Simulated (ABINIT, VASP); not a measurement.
An input for ABINIT (PBE, PAW (JTH v2.0 PBE PAW)):

```
# BaF2, JTH v2.0 PBE PAW
pp_dirpath "./"
pseudos "Ba.GGA_PBE-JTH.xml, F.GGA_PBE-JTH.xml"
acell 3*1.0
rprim
        -0.0000000000    5.8581509863    5.8581509863
         5.8581509863    0.0000000000    5.8581509863
         5.8581509863    5.8581509863    0.0000000000
natom 3
ntypat 2
znucl 56 9
typat 1 2 2
xred
         0.0000000000    0.0000000000    0.0000000000
         0.2500000000    0.2500000000    0.2500000000
         0.7500000000    0.7500000000    0.7500000000
ecut 48 Ry
pawecutdg 96 Ry
pawxcdev 0
occopt 3
tsmear 0.01 eV
nband 17
kptopt 1
ngkpt 6 6 6
nshiftk 1
shiftk 0 0 0
nstep 50
tolvrs 1.0e-12
ionmov 3
ntime 40
tolmxf 2.0e-04
optcell 2
dilatmx 1.08
ecutsm 0.5
prtwf 0
prtden 0
enunit 2
```

**Question.** Translate it to VASP.

**Answer.** One set of files that does it:

File POSCAR:
```
BaF2
1
    0.0000000000     3.1000000000     3.1000000000
    3.1000000000     0.0000000000     3.1000000000
    3.1000000000     3.1000000000     0.0000000000
Ba F
1 2
Direct
  0.0000000000   0.0000000000   0.0000000000
  0.2500000000   0.2500000000   0.2500000000
  0.7500000000   0.7500000000   0.7500000000
```

**INCAR**
```
! general
SYSTEM   =  BaF2
PREC     =  Accurate
ENCUT    =  400
LREAL    =  .FALSE.
LASPH    =  .TRUE.

! electronic loop
EDIFF    =  1E-6
NELM     =  100
ALGO     =  Normal
LMAXMIX  =  4

! smearing
ISMEAR   =  -1
SIGMA    =  0.01

! functional
GGA      =  PE

! ions
IBRION   =  2
NSW      =  50
ISIF     =  3
EDIFFG   =  -0.01

! output
LWAVE    =  .FALSE.
LCHARG   =  .FALSE.
```

**KPOINTS**
```
Automatic mesh
0
Gamma
6 6 6
0 0 0
```

POTCAR, in this order: Ba_sv F (PBE.64 set). Program: vasp_std.

The two runs describe the same crystal, functional and task. Each code takes its own potentials, basis and convergence tests.

The structure is a typed BaF2 crystal (Fm-3m).
